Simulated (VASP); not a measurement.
An input for Quantum ESPRESSO's pw.x (written as the equivalent of a VASP run, and not itself run):

```
&CONTROL
  calculation = 'scf'
  pseudo_dir = './pseudo'
  outdir = './out'
  tprnfor = .true.
  tstress = .true.
/
&SYSTEM
  ibrav = 0
  nat = 1
  ntyp = 1
  ecutwfc = 44
  occupations = 'smearing'
  smearing = 'gaussian'
  degauss = 0.003675
  input_dft = 'pbe'
/
&ELECTRONS
  conv_thr = 7.3e-08
  electron_maxstep = 100
/
ATOMIC_SPECIES
  P 30.974 P.upf
CELL_PARAMETERS angstrom
     0.0000000    1.9398770    1.9398770
     1.9398770    0.0000000    1.9398770
     1.9398770    1.9398770    0.0000000
ATOMIC_POSITIONS crystal
  P    0.0000000  0.0000000  0.0000000
K_POINTS automatic
  11 11 11 0 0 0
```

### Question
Translate this input to VASP (INCAR, KPOINTS, POSCAR, choice of POTCAR).

### Answer
Several could match; the one computed here: 
File KPOINTS:
```
K-points
0
gamma
11 11 11
0 0 0
```

File POSCAR:
```
P
1
    0.0000000000     1.9398770000     1.9398770000
    1.9398770000     0.0000000000     1.9398770000
    1.9398770000     1.9398770000     0.0000000000
P
1
Direct
  0.0000000000   0.0000000000   0.0000000000
```

INCAR:
```
ALGO = Normal
EDIFF = 1E-6
ENCUT = 400
GGA = PE
ISIF = 2
ISMEAR = 0
LASPH = T
LCHARG = F
LREAL = F
LWAVE = F
NELM = 100
PREC = Accurate
SIGMA = 0.05
SYSTEM = P
```

POTCAR, in this order: P (PBE.64 set). Program: vasp_std.

What does not carry over: the potentials are each code's own (VASP's PAW set, PseudoDojo norm-conserving files in pw.x), so ENCUT and ecutwfc are chosen apart and not converted; conv_thr bounds pw.x's estimated SCF error, while EDIFF bounds the energy change between steps.

The structure was generated: P was put into the fcc type (Fm-3m), which need not be its known phase. The cell was not relaxed at this level.
